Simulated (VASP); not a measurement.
The input files of a VASP run:

KPOINTS:
```
Automatic mesh
0
Gamma
6 6 6
0 0 0
```

### INCAR
```
SYSTEM = Si
PREC = Accurate
ENCUT = 400
EDIFF = 1E-6
NELM = 100
ALGO = Normal
LREAL = .FALSE.
LASPH = .TRUE.
ISMEAR = 0
SIGMA = 0.05
GGA = PE
LWAVE = .FALSE.
LCHARG = .FALSE.
ISIF = 2
```

**POSCAR**
```
Si
1
    0.0000000000     2.7155000000     2.7155000000
    2.7155000000     0.0000000000     2.7155000000
    2.7155000000     2.7155000000     0.0000000000
Si
2
Direct
  0.0000000000   0.0000000000   0.0000000000
  0.2500000000   0.2500000000   0.2500000000
```

POTCAR, in this order: Si (PBE.64 set). Program: vasp_gam.

The run wrote:

standard output:
```
 POSCAR found type information on POSCAR Si
 POSCAR found :  1 types and       2 ions
 Reading from existing POTCAR
 Reading from existing POTCAR
 LDA part: xc-table for (Slater+PW92), standard interpolation

 -----------------------------------------------------------------------------
|                                                                             |
|     EEEEEEE  RRRRRR   RRRRRR   OOOOOOO  RRRRRR      ###     ###     ###     |
|     E        R     R  R     R  O     O  R     R     ###     ###     ###     |
|     E        R     R  R     R  O     O  R     R     ###     ###     ###     |
|     EEEEE    RRRRRR   RRRRRR   O     O  RRRRRR       #       #       #      |
|     E        R   R    R   R    O     O  R   R                               |
|     E        R    R   R    R   O     O  R    R      ###     ###     ###     |
|     EEEEEEE  R     R  R     R  OOOOOOO  R     R     ###     ###     ###     |
|                                                                             |
|     You are using the Gamma-point-only version with more than one           |
|     k-point or some other non-Gamma k-point.                                |
|                                                                             |
|       ---->  I REFUSE TO CONTINUE WITH THIS SICK JOB ... BYE!!! <----       |
|                                                                             |
 -----------------------------------------------------------------------------
```

Task: From input and log, find the fault in this run and mend it.

Result: The cause: the Γ-only program was given a k-mesh. VASP stops with an error: You are using the Gamma-point-only version with more than one k-point or some other non-Gamma k-point. ----> I REFUSE TO CONTINUE WITH THIS SICK JOB ... BYE!!! <---- To mend it, run vasp_std.

The mended run (PBE GGA, plane waves, VASP's PBE PAW potentials (set 64)) converges, and its OSZICAR ends with
```
   1 F= -.10820774E+02 E0= -.10820774E+02  d E =-.320666E-11
```

The compound is Si in the diamond structure. The cell was not relaxed at this level.
